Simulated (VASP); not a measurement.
Input:

```
CELL_PARAMETERS angstrom
      0.00000     2.39846     2.39846
      2.39846     0.00000     2.39846
      2.39846     2.39846     0.00000
ATOMIC_POSITIONS crystal
  Be 0.00000 0.00000 0.00000
  S  0.25000 0.25000 0.25000
```

Computed with LDA (Ceperley-Alder, Perdew-Zunger), VASP's LDA PAW potentials (set 64) (plane waves; VASP 6.6.1). Settings: 520 eV cut-off, Gaussian smearing of 0.050 eV, potentials Be S.

Problem. Give the energies of bands 2 to 7 at the high-symmetry points, in eV from the valence-band maximum.

Solution. 
```csv
band,Γ,X,U,L,W
2,0.00,-5.21,-4.72,-6.06,-4.37
3,0.00,-2.79,-4.35,-1.09,-4.11
4,0.00,-2.79,-2.32,-1.09,-3.57
5,5.53,2.83,4.15,5.48,6.34
6,5.53,4.77,7.44,6.43,7.91
7,5.53,12.88,10.59,6.43,8.40
```

The gap is indirect, 2.83 eV, from the valence maximum at Γ to the conduction minimum at X.

The compound is BeS in the zinc blende structure. It was relaxed first.
